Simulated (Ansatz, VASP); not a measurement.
MoI: VASP beside Ansatz

The input INCAR:

```
SYSTEM = MoI
PREC     = Accurate       ! precision mode
ENCUT    = 520            ! plane-wave cutoff, eV
EDIFF    = 1E-6           ! SCF threshold, eV
ISMEAR   = -1             ! smearing method
SIGMA    = 0.05           ! smearing width, eV
LREAL    = .FALSE.        ! projectors in reciprocal space
LASPH    = .TRUE.         ! aspherical terms in the spheres
NELM     = 100            ! most SCF steps
ALGO     = Normal         ! electronic algorithm
ISIF     = 2              ! what is computed and relaxed
LWAVE    = .FALSE.        ! write WAVECAR
LCHARG   = .FALSE.        ! write CHGCAR
LNONCOLLINEAR= .TRUE.         ! non-collinear magnetism
MAGMOM   = 0 0 0 0 0 0    ! initial moments
LORBIT   = 11             ! projections on sites
LSORBIT  = .TRUE.         ! spin-orbit coupling
GGA_COMPAT= .FALSE.      
LMAXMIX  = 4              ! l up to which the mixer works
```

File KPOINTS:

```
Automatic mesh
0
G
  5 5 4
  0 0 0
```

File POSCAR:

```
MoI
1.0
    3.6232628200      0.0000000000      0.0000000000
    0.0000000000      3.6232628200      0.0000000000
    0.0000000000      0.0000000000      5.0420814100
Mo I
1 1
Direct
    0.5000000000      0.5000000000      0.5000000000
    0.0000000000      0.0000000000      0.5000000000
```

File KPOINTS_OPT:

```
path GXMGZRAZ,XR,MA
10
line-mode
reciprocal
 0.0000000000  0.0000000000  0.0000000000  G
 0.0000000000  0.5000000000  0.0000000000  X

 0.0000000000  0.5000000000  0.0000000000  X
 0.5000000000  0.5000000000  0.0000000000  M

 0.5000000000  0.5000000000  0.0000000000  M
 0.0000000000  0.0000000000  0.0000000000  G

 0.0000000000  0.0000000000  0.0000000000  G
 0.0000000000  0.0000000000  0.5000000000  Z

 0.0000000000  0.0000000000  0.5000000000  Z
 0.0000000000  0.5000000000  0.5000000000  R

 0.0000000000  0.5000000000  0.5000000000  R
 0.5000000000  0.5000000000  0.5000000000  A

 0.5000000000  0.5000000000  0.5000000000  A
 0.0000000000  0.0000000000  0.5000000000  Z

 0.0000000000  0.5000000000  0.0000000000  X
 0.0000000000  0.5000000000  0.5000000000  R

 0.5000000000  0.5000000000  0.0000000000  M
 0.5000000000  0.5000000000  0.5000000000  A
```

input.yaml

```yaml
crystal:
  lattice:
    - [3.62326282, 0.0, 0.0]
    - [0.0, 3.62326282, 0.0]
    - [0.0, 0.0, 5.04208141]
  atoms:
    - { symbol: Mo, position: [0.5, 0.5, 0.5] }
    - { symbol: I, position: [0.0, 0.0, 0.5] }
hamiltonian:
  xc: lda
  pseudopotentials: { kind: paw_fr }
magnetization:
  noncollinear: true
  spin_orbit: true
kpoints:
  mp_grid: { grid: [5, 5, 4] }
  band_path:
    path:
      - [[0.0, 0.0, 0.0], [0.0, 0.5, 0.0], [0.5, 0.5, 0.0], [0.0, 0.0, 0.0], [0.0, 0.0, 0.5], [0.0, 0.5, 0.5], [0.5, 0.5, 0.5], [0.0, 0.0, 0.5]]
      - [[0.0, 0.5, 0.0], [0.0, 0.5, 0.5]]
      - [[0.5, 0.5, 0.0], [0.5, 0.5, 0.5]]
    npoints: 14
scf:
  occupations: { method: fermi_dirac, width: 0.05 }
  n_extra_bands: 6
output:
  forces: true
  stress: true
  eigenvalues: true
  fatbands: false
```

The cell was built by a generator and needn't be a form met in nature.

Alike in both runs: task band structure; functional LDA; k mesh 5 × 5 × 4; occupations fermi-dirac, width 0.05 eV; spin-orbit coupling, no magnetisation.

|  | VASP | Ansatz |
| --- | --- | --- |
| version | VASP 6.6.1 | Ansatz 0.2.0 |
| potentials or method | VASP PAW LDA potentials, release 64 (Mo_sv, I) | Ansatz PAW |
| plane-wave cutoff (eV) | 520 | 420 |
| valence electrons in the cell | 21 | 31 |

|  | VASP | Ansatz | Ansatz less VASP |
| --- | --- | --- | --- |
| gap on the k mesh at the Fermi level (eV) | none | none | - |
| pressure (GPa) | 6.0 | 6.0 | -0.03 |
| largest component of the traceless stress (GPa) | 9.40 | 9.36 | -0.036 |

A gap of «none» marks a metal or a gap that the smearing closes. The two sets of potentials don't hold the same shells in valence.

Caveats: the PAW data sets come from PBE, with cores solved anew for the run's functional, which leaves a small shift of forces and pressure (Ansatz).
